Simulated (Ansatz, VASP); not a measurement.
## SnO2 (SnO2 (P4_2/mnm)) in two plane-wave programs

Aim: how closely do two programs agree when they are given the same cell, functional and k mesh? The structure shown is the start of the Ansatz relaxation below; VASP solves that cell, so the two are compared at the walk's first step.

Calculated with Ansatz 0.2.0; plane waves, with VASP 6.6.1 beside it; single point at PBE0.

### 1. The structure

It takes space group P4_2/mnm (No. 136, tetragonal). The conventional cell has a = 4.768 Å, b = 4.768 Å, c = 3.212 Å, α = 90.00°, β = 90.00°, γ = 90.00°. Nearest to Sn lie 6 O at 2.07 Å. Nearest to O lie 3 Sn at 2.07 Å. Farther neighbours and most contacts between anions are not listed.

### 2. Ansatz: relaxation, PBE0

Ansatz runs on its PAW soft_1 files.

The two programs are compared at the cell with which this relaxation starts, whose forces are those of its first step.

Input file input.yaml:

```yaml
crystal:
  lattice:
    - [0.0, 4.76781182, 3.211902655]
    - [4.76781182, 0.0, 3.211902655]
    - [4.76781182, 4.76781182, 0.0]
  atoms:
    - { symbol: Sn, position: [0.25, 0.25, 0.25] }
    - { symbol: Sn, position: [0.75, 0.75, 0.75] }
    - { symbol: Sn, position: [0.0, 0.0, 0.0] }
    - { symbol: Sn, position: [0.5, 0.5, 0.5] }
    - { symbol: O, position: [0.056272, 0.443728, 0.75] }
    - { symbol: O, position: [0.556272, 0.943728, 0.25] }
    - { symbol: O, position: [0.443728, 0.056272, 0.75] }
    - { symbol: O, position: [0.943728, 0.556272, 0.25] }
    - { symbol: O, position: [0.0, 0.0, 0.306272] }
    - { symbol: O, position: [0.5, 0.5, 0.806272] }
    - { symbol: O, position: [0.0, 0.0, 0.693728] }
    - { symbol: O, position: [0.5, 0.5, 0.193728] }
basis:
  ecutwfc: 420.0
  ecutrho_ratio: 4
  xc_grid: 2
  fft_grid_basis: typed
  precision: f64
kpoints:
  mp_grid: { grid: [2, 2, 2] }
hamiltonian:
  xc: pbe0
  pseudopotentials:
    kind: paw
    azcp: { folder: soft_1, O: "soft_1/O.paw.azcp", Sn: "soft_1/Sn.paw.azcp" }
scf:
  max_iter: 100
  occupations: { method: fixed }
relax:
  f_tol: 0.03
  max_steps: 45
output:
  forces: true
checkpoint:
  write: "../host.hrelax.run"
  compress: false
  write_wavefunctions: true
  write_every: 100000
```

Run with:

```bash
> ansatz run input.yaml --threads 32 --pin off --max-ram 84787MiB --backend cuda --events-out ev --progress --plain --runs-dir out --max-vram 78GiB
```

Numbers of over 12 decimals in the logs are rounded to 6 here.

What it wrote:

```text
Engine: ansatz 0.2.0, aarch64-unknown-linux-gnu
Pseudopotentials: kind: paw
Pseudopotential: Sn, paw, valence charge 14, recommended cutoff 420 eV (normal), soft_1/Sn.paw.azcp
Pseudopotential: O, paw, valence charge 6, recommended cutoff 420 eV (normal), soft_1/O.paw.azcp
Functional definition: PBE0
  parameter a = 0.25
  parameter kappa = 0.804
  parameter beta = 0.066725
  exchange = (1 - a)*pbe_x(kappa = kappa, mu = beta*pi^2/3) + a*exact_x
  correlation = pbe_c(beta = beta)
davidson cushion auto → on  (no smearing: the cushion is to keep the highest requested band from converging to the state above it; pin scf.eigensolver.cushion to override)
[...]
Crystal: 12 atoms, lattice volume = 146.026 Å³
Basis set: ecut = 420 eV, 2883 PW (Γ), exchange–correlation on 80×80×96 points (8 copies of the dense FFT grid, shifted against one another)
Bands: 64, of which v1, the nominal top of the filled ones, is band 52 counted from 1 (51 counted from 0)
Symmetry: 32 space group operations
Space group: P42/mnm (ITA 136), of the structure as read, at distance tolerance 5.3e-5 Å
k-points: 4 of 8
Non-local potential: Sn, projectors of the file, l = 0: 2, l = 1: 2, l = 2: 2, l = 3: 1
Non-local potential: O, projectors of the file, l = 0: 2, l = 1: 2, l = 2: 1
PAW form: soft (Blöchl's): semilocal exchange-correlation on the pseudo side does not see the compensation charge
PAW frozen core: Sn, regenerated for the run's functional, and the local potential with it (the file was generated under x = pbe(κ = 0.804, μ = 0.219515), c = pbe(β = 0.066725))
PAW frozen core: O, regenerated for the run's functional, and the local potential with it (the file was generated under x = pbe(κ = 0.804, μ = 0.219515), c = pbe(β = 0.066725))
PAW one-centre angular grid: Sn, 590 points (default); XC on 64 Gauss nodes
PAW one-centre angular grid: O, 110 points (default); XC on 64 Gauss nodes
Initial density: superposition of atomic densities (chi_scale 0.1, normalization cell, long waves kept (reshape's long-wave potential 0.00 eV rms))
Initial wavefunctions: pseudopotential atomic-orbital guess
[...]
Functional: x = pbe(κ = 0.804, μ = 0.219515), c = pbe(β = 0.066725), warm-up for x = 0.75 pbe(κ = 0.804, μ = 0.219515) + 0.25 exact, c = pbe(β = 0.066725)
SCF iter   1: F=—  HF=-28637.562855 eV  |Δ(HF+E_count)|=         —  Δρ=7.99e-2  dr2=7.29e0  Hψ=780
preconditioner: auto → none  [insulator: Δε(μ)=1.483 eV  Ē_g=20.023 eV  n_scr=42 (ndim 8)  ℏωp=31.3 eV  f_vac=0.000]
SCF iter   2: F=—  HF=-28636.222629 eV  |Δ(HF+E_count)|=    1.34e0  Δρ=4.24e-2  dr2=1.12e0  Hψ=694
[...]
SCF iter   8: F=-28636.104323 eV  HF=-28636.104323 eV  |Δ(HF+E_count)|=   1.41e-7  Δρ=3.48e-6  dr2=1.04e-8  Hψ=854
SCF 1 converged in 8 iterations: F = -28636.104323 eV  dr2 = 1.04e-8
  greatest PAW one-centre occupation: 0.996 electrons in one spin orbital (limit 2), on the Sn atom at site 1 (counted from 0), in its partial waves of l = 2
[...]
Exchange kernel: α = 0.2500, full range, Wigner–Seitz truncation, v(0) = 3845.8640 eV·Å³, q-mesh 2×2×2, nearest image of the exchange supercell L = 11.50 Å, pair-density grid 24×24×24, without the augmentation charges, whose exchange is taken in its separable form by FFT convolution over the k-point mesh (sized by the pseudopotential files, 32×32×32 at the most), smooth part of the exact exchange by density-matrix co
Frozen-core exchange: fock
iter 1 solved again at ethr=6.85e-5 eV; its pass at ethr=1.00e-1 eV (dr2=7.13e-2 eV) is discarded
SCF iter   1: F=—  HF=-28649.036851 eV  |Δ(HF+E_count)|=         —  Δρ=8.87e-3  dr2=8.51e-2  Hψ=1451
preconditioner: auto → none  [insulator: Δε(μ)=3.523 eV  Ē_g=23.061 eV  n_scr=42 (ndim 8)  ℏωp=31.3 eV  f_vac=0.030]
SCF iter   2: F=—  HF=-28649.011116 eV  |Δ(HF+E_count)|=   2.57e-2  Δρ=5.15e-3  dr2=2.14e-2  Hψ=575
[...]
SCF iter   6: F=-28649.065252 eV  HF=-28649.065257 eV  |Δ(HF+E_count)|=   4.77e-5  Δρ=8.03e-5  dr2=1.25e-5  Hψ=906
SCF 2 stopped early in 6 iterations: F = -28649.065252 eV  dr2 = 1.25e-5
  Residual-converged pass: ⟨swp⟩=3.8  Hψ=708  notcnv=0  max |occ|·‖R‖ = 6.1e-6 eV (tolerance 6.7e-6 eV)  dr2=1.26e-5  dr2_onsite=4.65e-7  max |Δocc| = 0.0e0
  greatest PAW one-centre occupation: 0.996 electrons in one spin orbital (limit 2), on the Sn atom at site 3 (counted from 0), in its partial waves of l = 2
hybrid outer 1: dexx = +6.614e-2 eV, tail = 2.33e-4 eV
[...]
Exchange kernel: α = 0.2500, full range, Wigner–Seitz truncation, v(0) = 3845.8640 eV·Å³, q-mesh 2×2×2, nearest image of the exchange supercell L = 11.50 Å, pair-density grid 24×24×24, without the augmentation charges, whose exchange is taken in its separable form by FFT convolution over the k-point mesh (sized by the pseudopotential files, 32×32×32 at the most), smooth part of the exact exchange by density-matrix co
Frozen-core exchange: fock
SCF iter   1: F=—  HF=-28649.063796 eV  |Δ(HF+E_count)|=         —  Δρ=3.95e-5  dr2=1.41e-6  Hψ=617
[...]
SCF iter   3: F=-28649.063802 eV  HF=-28649.063802 eV  |Δ(HF+E_count)|=   1.34e-7  Δρ=8.54e-6  dr2=7.72e-8  Hψ=648
SCF 3 converged in 3 iterations: F = -28649.063802 eV  dr2 = 7.72e-8
  Residual-converged pass: ⟨swp⟩=2.8  Hψ=654  notcnv=0  max |occ|·‖R‖ = 6.5e-6 eV (tolerance 6.5e-6 eV)  dr2=7.78e-8  dr2_onsite=4.43e-9  max |Δocc| = 0.0e0
hybrid outer 2: dexx = +3.604e-6 eV, tail = 2.22e-7 eV, Δε = 2.97e-3 eV (about 1.30e-4 eV left of the loop's levels), ΔF = 9.43e-4 eV/Å (tail 3.01e-4)
relax step   1: F+E_penalty+E_count = -28649.06380208 eV  Δ(F+E_penalty+E_count) = +0.000e0 eV  max|allowed force component| = 5.414e-2 eV/Å  Δτ_max = 0.0000 Å  (17 SCF iters, accepted)
[...]
Frozen-core exchange: fock
iter 1 solved again at ethr=2.10e-7 eV; its pass at ethr=1.00e-1 eV (dr2=2.19e-4 eV) is discarded
[...]
SCF iter   7: F=-28649.064767 eV  HF=-28649.064767 eV  |Δ(HF+E_count)|=   1.51e-6  Δρ=5.70e-6  dr2=2.43e-7  Hψ=1598
SCF 4 stopped early in 7 iterations: F = -28649.064767 eV  dr2 = 2.43e-7
[...]
hybrid outer 1: dexx = +3.419e-3 eV, tail = 2.06e-5 eV
[...]
Frozen-core exchange: fock
SCF iter   1: F=—  HF=-28649.064771 eV  |Δ(HF+E_count)|=         —  Δρ=3.35e-5  dr2=4.55e-7  Hψ=681
[...]
SCF iter   2: F=-28649.064771 eV  HF=-28649.064771 eV  |Δ(HF+E_count)|=   1.54e-8  Δρ=1.20e-5  dr2=6.19e-8  Hψ=743
SCF 5 converged in 2 iterations: F = -28649.064771 eV  dr2 = 6.19e-8
[...]
hybrid outer 2: dexx = +2.947e-7 eV, tail = 1.49e-7 eV, Δε = 4.43e-4 eV (about 4.11e-5 eV left of the loop's levels), ΔF = 3.57e-3 eV/Å (tail 1.36e-3)
relax step   2: F+E_penalty+E_count = -28649.06477113 eV  Δ(F+E_penalty+E_count) = -9.691e-4 eV  max|allowed force component| = 1.561e-2 eV/Å  Δτ_max = 0.0025 Å  (9 SCF iters, accepted)
hybrid SCF converged: 2 outer / 9 inner (+0 warm-up), last move |dexx| = 2.95e-7 eV, tail = 1.49e-7 eV
Stability not checked: this state was not tested for a lower state beside it, because the functional holds exact exchange (a hybrid, or Hartree-Fock), whose exchange loop this test does not read (fock_operator; see scf.lower_state_search)
Free energy (F): -28649.064771 eV
Frozen-core exchange: fock
Harris-Foulkes:  -28649.064771 eV  (|F-HF|=2.19e-8)
Internal energy: -28649.064771 eV  (E = F + TS)
E sigma→0 (E₀):  -28649.064771 eV
Fermi energy:    7.528838 eV
--- Per-component energies (eV) ---
  E_band       = -508.185903
  E_kinetic    = 2041.258955
  E_local      = -6391.916902  (includes V_loc(G=0)·N_el)
  E_nonlocal   = 983.689582
  E_hartree    = 2917.171206
  E_xc         = -826.077145
  E_vxc        = -809.189662  (∫ρ·V_xc dr)
  E_exx        = -347.434625  (= α·E_x^exact, valence–valence)
  E_paw        = -18715.005924  (= ΣΔE_a)
  E_vpaw       = -1471.510005  (= ΣTr[D̂ρ^β])
  E_aug_tail   = 0.007812  (compensation charges beyond the density's cutoff)
  E_ewald      = -8311.644562
  E_core_change = 0.886829  (= ΣΔE_core)
  E_smearing   = -0.000000  (= −TS)
  E_closure    = 0.000004  (closes the sum)
  Σ components = -28649.064771   (vs F -28649.064771, Δ=3.64e-12)
--- Forces (eV/Å), atoms counted from 1 ---
  atom   1  Sn     0.00000000     0.00000000    -0.00000000
  atom   2  Sn     0.00000000     0.00000000    -0.00000000
  atom   3  Sn     0.00000000     0.00000000     0.00000000
  atom   4  Sn     0.00000000     0.00000000    -0.00000000
  atom   5  O     -0.01561275     0.01561275     0.00000000
  atom   6  O     -0.01561275     0.01561275    -0.00000000
  [... 6 more lines of this table ...]
  max |Σ_I F_I| component: 1.04e-17 eV/Å
--- Band table (eV) ---
  k-point 0: bands = ["-14.9721", "-14.7149", "-14.7149", "-14.2148", "-14.2148", "-14.1188", "-13.8558", "-13.8558", "-13.8175", "-13.7613", "-13.6900", "-13.6665", "-13.6665", "-13.6206", "-13.6206"
  k-point 1: bands = ["-14.6749", "-14.6749", "-14.4113", "-14.4113", "-14.3458", "-14.3458", "-13.9632", "-13.9632", "-13.7197", "-13.7197", "-13.7017", "-13.7017", "-13.6514", "-13.6514", "-13.6240"
  k-point 2: bands = ["-14.8994", "-14.8994", "-14.5940", "-14.5940", "-13.8714", "-13.8714", "-13.8491", "-13.8491", "-13.8237", "-13.8237", "-13.6711", "-13.6711", "-13.6435", "-13.6435", "-13.6178"
  k-point 3: bands = ["-14.7006", "-14.7006", "-14.6950", "-14.6950", "-14.1980", "-14.1980", "-13.8580", "-13.8580", "-13.7969", "-13.7969", "-13.6639", "-13.6639", "-13.6392", "-13.6392", "-13.6268"
  guard bands above this table: 6 of the run's 64 bands. The solve was not asked for them (output.publish_guard_bands: true or output.eigenvalues: true publishes all)
--- Relaxed structure (2 steps of the walk, 2 accepted, 0 SCFs on fresh bases) ---
  F+E_penalty+E_count = -28649.06477113 eV   max|allowed force component| = 1.561e-2 eV/Å
  atoms:
    - { symbol: Sn, position: [0.25, 0.25, 0.25] }
    - { symbol: Sn, position: [0.75, 0.75, 0.75] }
    - { symbol: Sn, position: [0, 0, 0] }
    - { symbol: Sn, position: [0.5, 0.5, 0.5] }
    - { symbol: O, position: [0.056636, 0.443364, 0.75] }
    - { symbol: O, position: [0.556636, 0.943364, 0.25] }
  [... 6 more lines of this table ...]
```

(Part 1 of 2 ends here.)

[Lines on the potential files, build, host, timing and source positions are cut from VASP's logs without a mark.]

[Logs are printed without paths, hosts, clocks, repeated set-up lines and the standing remarks that a program may print on its own settings, such as how far it seeks lower states.]

[Hosts, paths, dates, database ids (printed as entryN), source tags and the programs' standing remarks are cut or masked in the printed files.]
